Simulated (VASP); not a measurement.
Consider the following.

```
CELL_PARAMETERS angstrom
      0.00000     2.98206     2.98206
      2.98206     0.00000     2.98206
      2.98206     2.98206     0.00000
ATOMIC_POSITIONS crystal
  Ca 0.00000 0.00000 0.00000
  Se 0.50000 0.50000 0.50000
```

Computed with PBE GGA, VASP's PBE PAW potentials (set 64) (plane waves; VASP). Settings: 400 eV cut-off, 7×7×7 Γ-centred mesh, Gaussian smearing of 0.050 eV, potentials Ca_sv Se.

Estimate the energy per atom (σ→0).

The energy per atom (σ→0) comes out as -4.743 eV/atom.

Only differences to runs with the same potentials and settings are physical.

The compound is CaSe in the rock salt structure. It was relaxed first. The start is the result of an earlier pass.
